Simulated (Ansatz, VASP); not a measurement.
**Cross-check of SnH2 between VASP and Ansatz**

Aim: how closely do two programs agree when they are given the same cell, functional and k mesh? The cell is generated by rule, not measured, and may not be a known phase. The cell is taken from a series of runs on this material, whose earlier steps may have relaxed, scaled, displaced or heated it; both programs get it as it stands.

Main program and level: Ansatz 0.2.0; plane waves, with VASP 6.6.1 beside it; single point at PBEsol.

## (1) Set-up

The structure is trigonal, space group P-3m1 (No. 164). Conventional cell: a = 3.625 Å, b = 3.625 Å, c = 5.872 Å, α = 90.00°, β = 90.00°, γ = 120.00°. Nearest to Sn lie 6 H at 2.56 Å. Nearest to H lie 3 Sn at 2.56 Å. Farther neighbours are not listed.

## (2) Ansatz: single point, PBEsol, pair 1

Ansatz runs on its default PAW (the set named soft_2) files.

A single point gives forces, pressure and levels at one fixed geometry, so differences don't come from the geometry; what else differs is listed under the comparison.

File input.yaml:

```yaml
crystal:
  lattice:
    - [3.625, 0.0, 0.0]
    - [-1.8125, 3.13934, 0.0]
    - [0.0, 0.0, 5.8725]
  atoms:
    - { symbol: Sn, position: [0.0, 0.0, 0.0] }
    - { symbol: H, position: [0.333333, 0.666667, 0.25] }
    - { symbol: H, position: [0.666667, 0.333333, 0.75] }
kpoints:
  mp_grid: { grid: [6, 6, 4] }
hamiltonian:
  xc: pbesol
scf:
  occupations: { method: gaussian, width: 0.1 }
output:
  forces: true
  stress: true
  eigenvalues: true
```

Launch:

```bash
$ ansatz run input.yaml --threads 4 --pin off --max-ram 7168MiB --backend cpu --events-out ev --progress --plain --runs-dir out
```

Numbers of over 12 decimals in the logs are rounded to 6 here.

What it wrote:

```text
Warning: the atoms were moved onto the symmetric positions of the space group found under crystal.symmetry.tolerance 1.0e-5 (fractional; no operation is sought that the atoms, as they stand in a round, miss by more than twice it, and no atom is moved by as much as it), and the run uses the moved positions. Before a round's move an operation carried an atom to 3.63e-6 Å from where it should land, the largest such dist [...]
Engine: ansatz 0.2.0, aarch64-unknown-linux-gnu
Pseudopotentials: kind: paw
Pseudopotential: Sn, paw, valence charge 14, recommended cutoff 420 eV (normal), Sn.paw.azcp
Pseudopotential: H, paw, valence charge 1, recommended cutoff 420 eV (normal), H.paw.azcp
Functional definition: PBEsol
  exchange = pbesol_x
  correlation = pbesol_c
Crystal: 3 atoms, lattice volume = 66.830 Å³
Basis set: ecut = 420 eV, 1303 PW (Γ), exchange–correlation on 50×50×80 points (8 copies of the dense FFT grid, shifted against one another)
Bands: 12, of which v1, the nominal top of the filled ones, is band 8 counted from 1 (7 counted from 0)
Symmetry: 12 space group operations
Space group: P-3m1 (ITA 164), of the structure as read, at distance tolerance 4.1e-5 Å
k-points: 24 of 144
Non-local potential: Sn, projectors of the file, l = 0: 2, l = 1: 2, l = 2: 2, l = 3: 2
Non-local potential: H, projectors of the file, l = 0: 2, l = 1: 1
PAW form: soft (Blöchl's): semilocal exchange-correlation on the pseudo side does not see the compensation charge
PAW frozen core: Sn, regenerated for the run's functional, and the local potential with it (the file was generated under x = pbe(κ = 0.804, μ = 0.219515), c = pbe(β = 0.066725))
PAW one-centre angular grid: Sn, 590 points (default); XC on 64 Gauss nodes
PAW one-centre angular grid: H, 110 points (default); XC on 64 Gauss nodes
Initial density: superposition of atomic densities (neutral atoms: chi_scale 0, normalization atom), corrected by the library's trained network
Initial wavefunctions: pseudopotential atomic-orbital guess
Functional: x = pbesol(κ = 0.804, μ = 0.123457), c = pbesol(β = 0.046)
SCF iter   1: F=—  HF=-5978.398459 eV  |F-HF|=—  |Δ(HF+E_count)|=         —  Δρ=9.48e-3  dr2=7.75e-2  ethr=1.77e-3  ⟨swp⟩=5.8  Hψ=1796  notcnv=0
preconditioner: auto → LDOS  [metal: Δε(μ)=0.021 eV  Ē_g=7.571 eV  σ=0.100 eV  W_gap=0.12  n_scr=10 (ndim 8)  ℏωp=11.1 eV  f_vac=0.196  D(μ)=2.53/eV (n_scr^D=22)  β→1.0]
SCF iter   2: F=—  HF=-5978.381609 eV  |F-HF|=—  |Δ(HF+E_count)|=   1.69e-2  Δρ=3.18e-3  dr2=1.20e-2  ethr=4.84e-4  ⟨swp⟩=1.9  Hψ=507  notcnv=0  defer=1
SCF iter   3: F=—  HF=-5978.379619 eV  |F-HF|=—  |Δ(HF+E_count)|=   1.99e-3  Δρ=8.50e-4  dr2=3.04e-4  ethr=7.53e-5  ⟨swp⟩=2.8  Hψ=540  notcnv=0  defer=1
SCF iter   4: F=—  HF=-5978.379538 eV  |F-HF|=—  |Δ(HF+E_count)|=   8.11e-5  Δρ=2.73e-4  dr2=5.35e-5  ethr=1.90e-6  ⟨swp⟩=2.0  Hψ=459  notcnv=0  defer=1
SCF iter   5: F=—  HF=-5978.379526 eV  |F-HF|=—  |Δ(HF+E_count)|=   1.19e-5  Δρ=5.98e-5  dr2=3.89e-6  ethr=3.34e-7  ⟨swp⟩=2.0  Hψ=462  notcnv=0  defer=1
SCF iter   6: F=—  HF=-5978.379526 eV  |F-HF|=—  |Δ(HF+E_count)|=   5.40e-8  Δρ=1.06e-5  dr2=1.58e-7  ethr=2.43e-8  ⟨swp⟩=3.0  Hψ=492  notcnv=0  defer=1
SCF iter   7: F=-5978.379526 eV  HF=-5978.379526 eV  |F-HF|=2.42e-9  |Δ(HF+E_count)|=   1.25e-8  Δρ=1.93e-6  dr2=1.14e-8  ethr=6.25e-10  ⟨swp⟩=6.0  Hψ=1288  notcnv=0
SCF 1 converged in 7 iterations: F = -5978.379526 eV  dr2 = 1.14e-8
  greatest PAW one-centre occupation: 0.992 electrons in one spin orbital (limit 2), on the Sn atom at site 0 (counted from 0), in its partial waves of l = 2
SCF converged after 7 iterations
Free energy (F): -5978.379526 eV
Harris-Foulkes:  -5978.379526 eV  (|F-HF|=2.42e-9)
Internal energy: -5978.369120 eV  (E = F + TS)
E sigma→0 (E₀):  -5978.374323 eV
Entropy (-TS):   -0.010406 eV (-3.469 meV/atom)
Fermi energy:    2.627863 eV
--- Per-component energies (eV) ---
  E_band       = -203.693960
  E_kinetic    = 205.278688
  E_local      = -1615.626581  (includes V_loc(G=0)·N_el)
  E_nonlocal   = -29.204351
  E_hartree    = 850.072925
  E_xc         = -393.919035
  E_vxc        = -115.481291  (∫ρ·V_xc dr)
  E_paw        = -4061.605365  (= ΣΔE_a)
  E_vpaw       = -348.799751  (= ΣTr[D̂ρ^β])
  E_aug_tail   = -0.001915  (compensation charges beyond the density's cutoff)
  E_ewald      = -933.648325
  E_core_change = 0.284840  (= ΣΔE_core)
  E_smearing   = -0.010406  (= −TS)
  E_closure    = -0.000000  (closes the sum)
  Σ components = -5978.379526   (vs F -5978.379526, Δ=0.00e0)
--- Forces (eV/Å), atoms counted from 1 ---
  atom   1  Sn     0.00000000     0.00000000     0.00000000
  atom   2  H      0.00000000    -0.00000000    -0.99415921
  atom   3  H     -0.00000000     0.00000000     0.99415921
  max |Σ_I F_I| component: 7.30e-27 eV/Å
--- Stress (GPa, compression-positive) ---
       -4.756067       0.000000      -0.000000
       -0.000000      -4.756067       0.000000
       -0.000000       0.000000      -8.021501
  P = ⅓ Tr σ = -5.8445 GPa (-58.445 kbar)
--- Band table (eV; the first three rows and the last of 24) ---
  k-point 0: bands = [... 4 lower, -19.3154, -6.8691, -1.4549, 2.2633, 7.4419, 7.4419, 7.5530, 8.3658]
  k-point 1: bands = [... 4 lower, -19.3154, -6.8379, -1.7557, 2.9218, 7.4553, 7.4553, 7.4999, 8.2766]
  k-point 2: bands = [... 4 lower, -19.3154, -6.8056, -2.0077, 3.6427, 7.3477, 7.4690, 7.4690, 8.1463]
  k-point 23: bands = [... 4 lower, -19.3240, -3.1823, -0.9664, -0.9664, 3.5205, 3.5205, 3.5205, 10.9626]
```

The run ends at a pressure of -5.84 GPa, with forces up to 0.99 eV/Å.

## (3) VASP: single point, PBEsol, pair 1

The same cell, functional, mesh and smearing now go to VASP, with its own data sets.

Lines of VASP's logs that name or quote its potential files are left out, and so is its time.

File INCAR:

```
SYSTEM = SnH2
PREC = Accurate
ENCUT = 500
EDIFF = 1E-06
NELM = 120
ISMEAR = 0
SIGMA = 0.1
LREAL = .FALSE.
ALGO = Normal
GGA = PS
NBANDS = 14
LORBIT = 11
LWAVE = .FALSE.
LCHARG = .FALSE.
ISIF = 2
LASPH = .TRUE.
GGA_COMPAT = .FALSE.
KPAR = 2
```

File POSCAR:

```
SnH2
1.0
    3.6250000000      0.0000000000      0.0000000000
   -1.8125000000      3.1393400000      0.0000000000
    0.0000000000      0.0000000000      5.8725000000
Sn H
1 2
Direct
    0.0000000000      0.0000000000      0.0000000000
    0.3333330000      0.6666670000      0.2500000000
    0.6666670000      0.3333330000      0.7500000000
```

File KPOINTS:

```
Automatic mesh
0
Gamma
6 6 4
0 0 0
```

PAW data sets: Sn_d and H (PBE family, release 64).

Launch:

```bash
$ mpirun -np 2 vasp_std
```

What it wrote:

```text
[banner, memory and clock lines left out]
running    2 mpi-ranks, on    1 nodes
 distrk:  each k-point on    1 cores,    2 groups
 distr:  one band on    1 cores,    1 groups

 POSCAR found type information on POSCAR SnH
 POSCAR found :  2 types and       3 ions
|                                                                             |
|               ----> ADVICE to this user running VASP <----                  |
|                                                                             |
|     You enforced a specific xc type in the INCAR file but a different       |
|     [... a line on the potential file left out ...]
|     I HOPE YOU KNOW WHAT YOU ARE DOING!                                     |
|                                                                             |

 LDA part: xc-table for (Slater+PW92), standard interpolation
 POSCAR, INCAR and KPOINTS ok, starting setup
 FFT: planning ... GRIDC
 FFT: planning ... GRID_SOFT
 FFT: planning ... GRID
 WAVECAR not read
 entering main loop
       N       E                     dE             d eps       ncg     rms          rms(c)
DAV:   1     0.849032496455E+02    0.84903E+02   -0.77717E+03   672   0.120E+03
DAV:   2    -0.112011541956E+01   -0.86023E+02   -0.82131E+02   732   0.294E+02
DAV:   3    -0.829238930685E+01   -0.71723E+01   -0.71250E+01   804   0.814E+01
DAV:   4    -0.849187549291E+01   -0.19949E+00   -0.19941E+00   824   0.151E+01
DAV:   5    -0.850009444246E+01   -0.82189E-02   -0.82188E-02   910   0.283E+00    0.294E+00
DAV:   6    -0.816965569279E+01    0.33044E+00   -0.19835E-01   908   0.461E+00    0.104E+00
DAV:   7    -0.815387206911E+01    0.15784E-01   -0.11010E-01   702   0.172E+00    0.435E-01
DAV:   8    -0.815488038079E+01   -0.10083E-02   -0.14080E-02   810   0.126E+00    0.156E-01
DAV:   9    -0.815442939128E+01    0.45099E-03   -0.18948E-03   826   0.473E-01    0.707E-02
DAV:  10    -0.815439812899E+01    0.31262E-04   -0.44393E-04   756   0.143E-01    0.274E-02
DAV:  11    -0.815441863760E+01   -0.20509E-04   -0.38123E-05   782   0.435E-02    0.140E-02
DAV:  12    -0.815442368911E+01   -0.50515E-05   -0.95757E-06   726   0.384E-02    0.590E-03
DAV:  13    -0.815442348592E+01    0.20319E-06   -0.16987E-06   744   0.100E-02
   1 F= -.81544235E+01 E0= -.81492121E+01  d E =-.104227E-01
```

OUTCAR, selected parts (step 3):

```text
ion  position               nearest neighbor table
   1  0.000  0.000  0.000-
   2  0.333  0.667  0.250-
   3  0.667  0.333  0.750-

  LATTYP: Found a hexagonal cell.
 ALAT       =     3.6250000000
 C/A-ratio  =     1.6200000000

 Subroutine GETGRP returns: Found 12 space group operations
 (whereof 12 operations were pure point group operations)

The static configuration has the point symmetry D_3d.

 Found     24 irreducible k-points:

   k-points           NKPTS =     24   k-points in BZ     NKDIM =     24   number of bands    NBANDS=     14

   dimension x,y,z NGX =    28 NGY =   28 NGZ =   48
   dimension x,y,z NGXF=    56 NGYF=   56 NGZF=   96

   ENCUT  =  500.0 eV  36.75 Ry    6.06 a.u.   6.61  6.61 10.71*2*pi/ulx,y,z

   NELECT =      16.0000    total number of electrons

 k-points in reciprocal lattice and weights: Automatic mesh
   0.00000000  0.00000000  0.00000000       0.007
   0.16666667 -0.00000000  0.00000000       0.042
   0.33333333 -0.00000000  0.00000000       0.042
   0.50000000 -0.00000000  0.00000000       0.021
   0.16666667  0.16666667  0.00000000       0.042
   0.33333333  0.16666667  0.00000000       0.083
   0.33333333  0.33333333  0.00000000       0.014
   0.00000000  0.00000000  0.25000000       0.014
   0.16666667 -0.00000000  0.25000000       0.042
[...]
0.33333333  0.16666667  0.50000000       0.083
   0.33333333  0.33333333  0.50000000       0.014

 average (electrostatic) potential at core
       1-105.9855       2 -34.2897       3 -34.2897

 E-fermi :   1.4206

 k-point     1 :       0.0000    0.0000    0.0000
  band No.  band energies     occupation
    ...
      4     -20.4960      2.00000
      5     -20.4959      2.00000
      6      -8.0759      2.00000
      7      -2.6622      2.00000
      8       1.0563      2.00000
      9       6.2343      0.00000
     10       6.2344      0.00000
     11       6.3443      0.00000
     12       7.1593      0.00000
     13      11.0199      0.00000
    ...

 k-point     2 :       0.1667   -0.0000    0.0000
  band No.  band energies     occupation
    ...
      4     -20.5046      2.00000
      5     -20.4975      2.00000
      6      -7.6646      2.00000
      7      -2.3153      2.00000
      8       0.9579      2.00000
      9       3.6134      0.00000
     10       5.3533      0.00000
     11       5.4906      0.00000
     12       7.8176      0.00000
     13       9.9945      0.00000
    ...

 k-point     3 :       0.3333   -0.0000    0.0000
  band No.  band energies     occupation
    ...
      4     -20.5079      2.00000
      5     -20.4941      2.00000
      6      -6.4601      2.00000
      7      -1.8299      2.00000
      8      -0.4540      2.00000
      9       2.2776      0.00000
     10       4.2152      0.00000
     11       4.4085      0.00000
     12       7.2879      0.00000
     13       8.0996      0.00000
    ...

  Total       -2.0179493     -2.0179466     -3.3802278      0.0000000     -0.0000000      0.0000000
  in kB      -48.3783930    -48.3783286    -81.0377109      0.0000000     -0.0000000      0.0000000
  external PRESSURE =     -59.2648108 kB  Pullay stress =       0.0000000 kB

  energy-cutoff  :      500.00
  volume of cell :       66.83
      direct lattice vectors                 reciprocal lattice vectors
     3.625000000  0.000000000  0.000000000     0.275862069  0.159269146  0.000000000
    -1.812500000  3.139340000  0.000000000     0.000000000  0.318538291  0.000000000
     0.000000000  0.000000000  5.872500000     0.000000000  0.000000000  0.170285228

 POSITION                                       TOTAL-FORCE (eV/Angst)
 -----------------------------------------------------------------------------------
      0.00000      0.00000      0.00000         0.000000      0.000000      0.000000
     -0.00000      2.09289      1.46812         0.000000      0.000000     -0.992840
      1.81250      1.04645      4.40437        -0.000000     -0.000000      0.992840
 -----------------------------------------------------------------------------------
    total drift:                               -0.000000      0.000000      0.000000

  FREE ENERGIE OF THE ION-ELECTRON SYSTEM (eV)
  ---------------------------------------------------
  free  energy   TOTEN  =        -8.1544234859 eV

  energy  without entropy=       -8.1440008029  energy(sigma->0) =       -8.14921214

 total charge
# of ion       s       p       d       tot
------------------------------------------
    1        1.387   0.624   9.964  11.976
    2        0.414   0.003   0.000   0.417
    3        0.414   0.003   0.000   0.417
--------------------------------------------------
tot          2.216   0.630   9.964  12.810

[... 3 further parts left out ...]
```

The k-mesh is coarse for a metal.

The run ends at a pressure of -5.93 GPa, with forces up to 0.99 eV/Å.

## (4) Side by side

Known differences besides the potentials themselves: the cutoff is 420 eV in Ansatz and 500 eV in VASP; Ansatz makes its cores anew for this functional, VASP keeps those of its PBE data sets. Total energies have different zeros and are not compared.

Both answers:

```
      quantity  Ansatz   VASP  difference
pressure (GPa)   -5.84  -5.93       +0.08
```

Forces (eV/Å; atoms numbered as in POSCAR):

```
atom        Ansatz x, y, z          VASP x, y, z
 Sn1   0.000, 0.000, 0.000   0.000, 0.000, 0.000
  H2  0.000, 0.000, -0.994  0.000, 0.000, -0.993
  H3   0.000, 0.000, 0.994   0.000, 0.000, 0.993
```

The forces differ by 0.6 meV/Å r.m.s., which is 0.1 % of the r.m.s. force of 0.468 eV/Å (both taken over all components).

## (5) VASP: single point, PBEsol, pair 2

A single point gives forces, pressure and levels at one fixed geometry, so differences don't come from the geometry; what else differs is listed under the comparison. The cell compared in this pair holds 35.18 Å³, against 66.83 Å³ for the pair before.

Changes to INCAR since step 3:

```diff
@@ -5,4 +5,4 @@
 NELM = 120
-ISMEAR = 0
-SIGMA = 0.1
+ISMEAR = 1
+SIGMA = 0.2
 LREAL = .FALSE.
```

File POSCAR:

```
SnH2
1.0
    3.5965558943      0.0000000000      0.0000000000
   -1.7982779471      3.1147087706      0.0000000000
    0.0000000000      0.0000000000      3.1406510309
Sn H
1 2
Direct
    0.0017447602      0.0008723801      0.0000000000
    0.2305949961      0.6152974981      0.2190136770
    0.5639283295      0.2819641647      0.7809863230
```

File KPOINTS:

```
Automatic mesh
0
Gamma
15 15 16
0 0 0
```

Launch:

```bash
$ mpirun -np 2 vasp_std
```

What it wrote:

```text
[banner, memory and clock lines left out]
running    2 mpi-ranks, on    1 nodes
[...]
[... a notice as in an earlier step ...]

 LDA part: xc-table for (Slater+PW92), standard interpolation
 POSCAR, INCAR and KPOINTS ok, starting setup
[...]
entering main loop
       N       E                     dE             d eps       ncg     rms          rms(c)
DAV:   1     0.883723460450E+02    0.88372E+02   -0.77615E+03 27784   0.154E+03
DAV:   2    -0.303653663356E+01   -0.91409E+02   -0.87409E+02 28994   0.348E+02
DAV:   3    -0.974911492502E+01   -0.67126E+01   -0.66746E+01 33850   0.790E+01
DAV:   4    -0.989823820327E+01   -0.14912E+00   -0.14909E+00 31956   0.127E+01
[...]
DAV:  10    -0.956241659529E+01   -0.20348E-04   -0.10489E-04 35456   0.139E-01    0.198E-02
DAV:  11    -0.956241950736E+01   -0.29121E-05   -0.54133E-06 33636   0.282E-02    0.767E-03
DAV:  12    -0.956241940957E+01    0.97791E-07   -0.93211E-07 23976   0.839E-03
   1 F= -.95624194E+01 E0= -.95623609E+01  d E =-.175487E-03
```

Parts of OUTCAR (step 5):

```text
  Total        1.0470434      0.6693544      0.0641511      0.3270883     -0.0825112     -0.1429139
  in kB       47.6816572     30.4819511      2.9213978     14.8953824     -3.7575067     -6.5082051
  external PRESSURE =      27.0283354 kB  Pullay stress =       0.0000000 kB

 POSITION                                       TOTAL-FORCE (eV/Angst)
 -----------------------------------------------------------------------------------
      0.00471      0.00272      0.00000        -0.240972     -0.139125      0.095001
     -0.27713      1.91647      0.68785        -0.069204     -0.039955      0.039452
      1.52115      0.87824      2.45281         0.310175      0.179080     -0.134452
 -----------------------------------------------------------------------------------
    total drift:                                0.000242      0.000140      0.000082

  FREE ENERGIE OF THE ION-ELECTRON SYSTEM (eV)
  ---------------------------------------------------
  free  energy   TOTEN  =        -9.5624194096 eV

  energy  without entropy=       -9.5622439223  energy(sigma->0) =       -9.56236091

[... 3 further parts left out ...]
[key lines of the parts left out:]
E-fermi :   6.0838
```

The run ends at a pressure of 2.70 GPa, with forces up to 0.38 eV/Å.

## (6) Ansatz: single point, PBEsol, pair 2

The same cell, functional, mesh and smearing now go to Ansatz, which takes its cutoff from its data sets.

The cell is taken from a series of runs on this material, whose earlier steps may have relaxed, scaled, displaced or heated it; both programs get it as it stands.

File input.yaml:

```yaml
crystal:
  lattice:
    - [3.5965558943, 0.0, 0.0]
    - [-1.7982779471, 3.1147087706, 0.0]
    - [0.0, 0.0, 3.1406510309]
  atoms:
    - { symbol: Sn, position: [0.0017447602, 0.0008723801, 0.0] }
    - { symbol: H, position: [0.2305949961, 0.6152974981, 0.219013677] }
    - { symbol: H, position: [0.5639283295, 0.2819641647, 0.780986323] }
kpoints:
  mp_grid: { grid: [15, 15, 16] }
hamiltonian:
  xc: pbesol
scf:
  occupations: { method: methfessel_paxton, width: 0.2 }
output:
  forces: true
  stress: true
  eigenvalues: true
```

Launch:

```bash
$ ansatz run input.yaml --threads 4 --pin off --max-ram 7168MiB --backend cpu --events-out ev --progress --plain --runs-dir out
```

What it wrote:

```text
[...]
Crystal: 3 atoms, lattice volume = 35.182 Å³
Basis set: ecut = 420 eV, 659 PW (Γ), exchange–correlation on 50×50×48 points (8 copies of the dense FFT grid, shifted against one another)
Bands: 12, of which v1, the nominal top of the filled ones, is band 8 counted from 1 (7 counted from 0)
Symmetry: 2 space group operations
[...]
k-points: 968 of 3600 (time reversal used)
[...]
--- Band table (eV; the first three rows and the last of 968) ---
  k-point 0: bands = [... 4 lower, -12.9115, -3.3677, 7.3934, 11.0840, 12.1254, 13.1372, 14.6901, 16.1782]
  k-point 1: bands = [... 4 lower, -12.9149, -3.3119, 7.2629, 11.1201, 12.1871, 13.1326, 13.9308, 16.6721]
  k-point 2: bands = [... 4 lower, -12.9244, -3.1451, 6.8554, 11.2184, 12.3691, 12.7507, 13.5044, 16.8190]
  k-point 967: bands = [... 4 lower, -12.8334, 2.2034, 3.6608, 5.5951, 7.7028, 11.0875, 13.0366, 14.4367]
[key lines of the parts left out:]
SCF converged after 6 iterations
Free energy (F): -5979.789243 eV
Fermi energy:    8.357721 eV
P = ⅓ Tr σ = 2.8524 GPa (28.524 kbar)
```

The run ends at a pressure of 2.85 GPa, with forces up to 0.38 eV/Å.

[end of part 1 of 2]

[Lines on the potential files, build, host, timing and source positions are cut from VASP's logs without a mark.]

[Logs are printed without paths, hosts, clocks, repeated set-up lines and the standing remarks that a program may print on its own settings, such as how far it seeks lower states.]

[Hosts, paths, dates, database ids (printed as entryN), source tags and the programs' standing remarks are cut or masked in the printed files.]
